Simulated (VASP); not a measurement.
Given:

```
Co
1.0
    2.46464     0.00000     0.00000
   -1.23232     2.13444     0.00000
    0.00000     0.00000     4.01908
Co
2
Direct
  0.66667   0.33333   0.75000
  0.33333   0.66667   0.25000
```
Starting moments (μB, in the order of the record's atoms Co Co): 1.8 1.8.

All values below come from r2SCAN meta-GGA, VASP's PBE PAW potentials (set 64) (plane waves; VASP). Numerical set-up: PREC = Normal, EDIFF = 1E-5, 400 eV cut-off, 19×19×10 Γ-centred mesh, first-order Methfessel-Paxton smearing of 0.10 eV, potentials Co.

What does the run give for the cell moment, energy per atom (σ→0), band gap (on the k-mesh) with the smallest direct gap where there is one?

The band gap (on the k-mesh) comes out as none (metal, semimetal or under 0.01 eV) and the cell moment is 3.46 μB. The energy per atom (σ→0) is -13.207 eV/atom.

Give the moment on each site (PAW-sphere projection).

```json
[
 {"site": "Co1", "moment (μB)": "1.79"},
 {"site": "Co2", "moment (μB)": "1.79"}
]
```

Total energies compare only between runs with the same potentials, cut-off and functional.

The compound is Co in the hcp structure. It was relaxed first.
